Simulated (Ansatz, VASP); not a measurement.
## One calculation of TaBi, two programs

File INCAR:

```
PREC = Accurate
ENCUT = 520
EDIFF = 1E-6
ISMEAR = -1
SIGMA = 0.08
LREAL = False
LASPH = True
NELM = 80
ALGO = Normal
ISIF = 2
LWAVE = False
LCHARG = False
NBANDS = 20
```

The input KPOINTS:

```
Automatic mesh
0
Gamma
  11 11 11
```

File POSCAR:

```
TaBi
1.0
    0.0000000000      2.3356386714      2.3356386714
    2.3356386714      0.0000000000      2.3356386714
    2.3356386714      2.3356386714      0.0000000000
Ta Bi
1 1
Direct
    0.0000000000      0.0000000000      0.0000000000
    0.5000000000      0.5000000000      0.5000000000
```

Input for Ansatz:

```yaml
crystal:
  lattice:
    - [0.0, 2.3356386714, 2.3356386714]
    - [2.3356386714, 0.0, 2.3356386714]
    - [2.3356386714, 2.3356386714, 0.0]
  atoms:
    - { symbol: Ta, position: [0.0, 0.0, 0.0] }
    - { symbol: Bi, position: [0.5, 0.5, 0.5] }
kpoints:
  mp_grid: { grid: [11, 11, 11] }
scf:
  occupations: { method: fermi_dirac, width: 0.08 }
hamiltonian:
  xc: lda
  pseudopotentials: { kind: paw }
output:
  forces: true
  stress: true
  eigenvalues: true
  populations: true
```

Change from the starting cell: volume scaled by 0.55, PAW files.

Alike in both runs: task single point; functional LDA; k mesh 11 × 11 × 11; occupations fermi-dirac, width 0.08 eV; no spin polarisation.

|  | VASP | Ansatz |
| --- | --- | --- |
| version | VASP 6.6.1 | Ansatz 0.2.0 |
| potentials or method | VASP PAW LDA potentials, release 64 (Ta_pv, Bi_d) | PAW with Ansatz's default frozen-core files, scalar-relativistic |
| plane-wave cutoff (eV) | 520 | 420 |
| valence electrons in the cell | 26 | 28 |

```tsv
	VASP	Ansatz	Ansatz less VASP
pressure (GPa)	271.7	267.0	-4.71
```

The two sets of potentials don't hold the same shells in valence.

Caveats: the cell as given lies far from equilibrium; so large a pressure means that the cell lies far from this level's equilibrium, or that cutoff or potentials fall short (VASP); spin-orbit coupling is left out, which moves the levels of the heavy elements.
